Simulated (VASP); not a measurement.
A run of VASP 6.6.1:

The input POSCAR:

```
Be3CdTe4                                
1.0
    8.3273795989      0.0000000000      0.0000000000
    0.0000000000      7.1831786027      0.0000000000
    0.0000000000      0.0000000000      6.8522326374
  Be              Cd              Te            
     6     2     8
Direct
     0.7510265874893611    0.6626837253332833    0.4992452866042192
     0.2489734125106389    0.6626837253332833    0.4992452866042192
     0.5000000000000000    0.8204886219260684    0.9998020634142197
     0.0000000000000000    0.1795113780739315    0.4998020634142197
     0.2510265874893611    0.3373162746667168    0.9992452866042193
     0.7489734125106389    0.3373162746667168    0.9992452866042193
     0.0000000000000000    0.8366296873662751    0.0052416656755305
     0.5000000000000000    0.1633703126337249    0.5052416656755305
     0.0000000000000000    0.8432319050313887    0.4161052212583753
     0.5000000000000000    0.7945789424012140    0.3605619721446134
     0.7270617180281276    0.6514226859378902    0.8601184171494083
     0.2729382819718725    0.6514226859378902    0.8601184171494083
     0.2270617180281276    0.3485773140621097    0.3601184171494084
     0.7729382819718724    0.3485773140621097    0.3601184171494084
     0.5000000000000000    0.1567680949686113    0.9161052212583752
     0.0000000000000000    0.2054210575987862    0.8605619721446136
```

File INCAR.step1:

```
SYSTEM = Be3CdTe4
PREC = Accurate
ENCUT = 520
EDIFF = 1E-6
ISMEAR = 0
SIGMA = 0.03
LREAL = .False.
LASPH = .True.
NELM = 80
ALGO = Normal
ISIF = 2
LWAVE = .False.
LCHARG = .True.
GGA = PE
NBANDS = 56
KPAR = 8
```

The input KPOINTS.step1:

```
regular mesh
0
Gamma
  4 4 4
  0 0 0
```

File INCAR.step2:

```
SYSTEM = Be3CdTe4
PREC = Accurate
ENCUT = 520
EDIFF = 1E-6
ISMEAR = -5
SIGMA = 0.03
LREAL = .False.
LASPH = .True.
NELM = 80
ALGO = Normal
ISIF = 2
LWAVE = .False.
LCHARG = .False.
GGA = PE
LORBIT = 10
NBANDS = 56
KPAR = 8
NEDOS = 1001
ICHARG = 11
```

KPOINTS.step2

```
regular mesh
0
Gamma
  6 6 6
  0 0 0
```

Potentials or basis: VASP PAW PBE potentials, release 64 (Be, Cd, Te).

Command:

```console
$ cat potpaw_PBE.64/Be/POTCAR potpaw_PBE.64/Cd/POTCAR potpaw_PBE.64/Te/POTCAR > POTCAR
$ cp INCAR.step1 INCAR
$ cp KPOINTS.step1 KPOINTS
$ mpirun -np 8 vasp_std > vasp.out
$ cp INCAR.step2 INCAR
$ cp KPOINTS.step2 KPOINTS
$ mpirun -np 8 vasp_std > vasp.out
```

Hardware: 8 MPI ranks on Intel(R) Xeon(R) Platinum 8375C CPU @ 2.90GHz (Ice Lake), on a shared host.

Estimate the wall time of this run.

Run time: 8.9 min on 8 MPI ranks on Intel(R) Xeon(R) Platinum 8375C CPU @ 2.90GHz (Ice Lake) (shared host), peak memory 1.2 GiB a rank. Counts: scf iterations 8, k points 64.
